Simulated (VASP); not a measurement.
Data:

```
CELL_PARAMETERS angstrom
      1.76419    -3.05566     0.00000
      1.76419     3.05566     0.00000
      0.00000     0.00000     6.03085
ATOMIC_POSITIONS crystal
  Ti 0.00000 0.00000 0.00000
  Se 0.33333 0.66667 0.25596
  Se 0.66667 0.33333 0.74404
```

Method: PBE GGA with D3 dispersion (zero damping), VASP's PBE PAW potentials (set 64) (plane waves; VASP). Run with 520 eV cut-off, Gaussian smearing of 0.050 eV, potentials Ti_sv Se.

Question: Predict the band gap (along the path) with the smallest direct gap where there is one.

Answer: 
| Quantity | Result |
|---|---|
| band gap (along the path) | none (metal, semimetal or under 0.01 eV) |

Total energies compare only between runs with the same potentials, cut-off and functional.

The compound is TiSe2 in the 1T layered structure. It was relaxed first.
